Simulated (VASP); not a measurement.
```
Eu
1.0
   -2.14876     2.14876     2.14876
    2.14876    -2.14876     2.14876
    2.14876     2.14876    -2.14876
Eu
1
Direct
  0.00000   0.00000   0.00000
```

The numbers are results of r2SCAN+rVV10, VASP's PBE PAW potentials (set 64) (plane waves; VASP), not measurements. Settings: 520 eV cut-off, 12×12×12 Γ-centred mesh, first-order Methfessel-Paxton smearing of 0.10 eV, potentials Eu_2.

The 4f electrons are frozen in the core of the lanthanide potential, so 4f levels, which can set the real gap, and their magnetism are missing.

**Question.** Give the stress tensor in GPa (positive for a compressed cell).

**Answer.** 
```
1.12  0.00  0.00
0.00  1.12  0.00
0.00  0.00  1.12
```
The pressure is its mean diagonal, 1.12 GPa.

The compound is Eu in the bcc structure. This cell is one point of a volume scan, at 0.94 of the reference volume.
